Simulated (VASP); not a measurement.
Input:

```
PdRb2Se2
1.0
   -1.89652     3.75633     5.02918
    1.89652    -3.75633     5.02918
    1.89652     3.75633    -5.02918
Rb Pd Se
2 1 2
Direct
  0.69437   0.19437   0.50000
  0.30563   0.80563   0.50000
  0.00000   0.00000   0.00000
  0.21267   0.50000   0.71267
  0.78733   0.50000   0.28733
```

The numbers are results of PBEsol GGA with spin-orbit coupling, VASP's PBE PAW potentials (set 64) (plane waves; VASP 6.6.1), not measurements. Numerical set-up: 400 eV cut-off, 6×6×6 Γ-centred mesh, Gaussian smearing of 0.050 eV, potentials Rb_sv Pd Se.

The path is coarsely sampled, so an indirect gap can come out somewhat too large.

### Question
Give the energies of bands 31 to 44 at the high-symmetry points, in eV from the valence-band maximum.

### Answer

```tsv
band	Γ	X	F2	Y0	R	W	S	T
31	-1.89	-1.85	-2.04	-1.82	-2.09	-2.09	-1.81	-2.09
32	-1.89	-1.85	-2.04	-1.82	-2.09	-2.09	-1.81	-2.09
33	-1.13	-1.50	-1.92	-1.54	-1.98	-1.99	-1.23	-1.99
34	-1.13	-1.50	-1.92	-1.54	-1.98	-1.99	-1.23	-1.99
35	-1.07	-1.00	-1.40	-1.00	-1.40	-1.39	-1.13	-1.38
36	-1.07	-1.00	-1.40	-1.00	-1.40	-1.39	-1.13	-1.38
37	-0.22	-0.37	-1.16	-0.54	-1.24	-1.05	-0.93	-1.06
38	-0.22	-0.37	-1.16	-0.54	-1.24	-1.05	-0.93	-1.06
39	0.00	-0.10	-0.21	-0.17	-0.03	-0.16	-0.27	-0.18
40	0.00	-0.10	-0.21	-0.17	-0.03	-0.16	-0.27	-0.18
41	2.10	2.35	1.91	2.31	2.03	1.20	2.24	1.24
42	2.10	2.35	1.91	2.31	2.03	1.20	2.24	1.24
43	2.25	3.72	2.74	3.88	2.51	3.05	3.31	3.00
44	2.25	3.72	2.74	3.88	2.51	3.05	3.31	3.00
```

The gap is indirect, 0.89 eV, from the valence maximum at Γ to the conduction minimum at W-S at 0.50.

The structure comes from a computed database's Rb2PdSe2 entry (Immm); how it stands against other phases isn't given here. It was relaxed first.
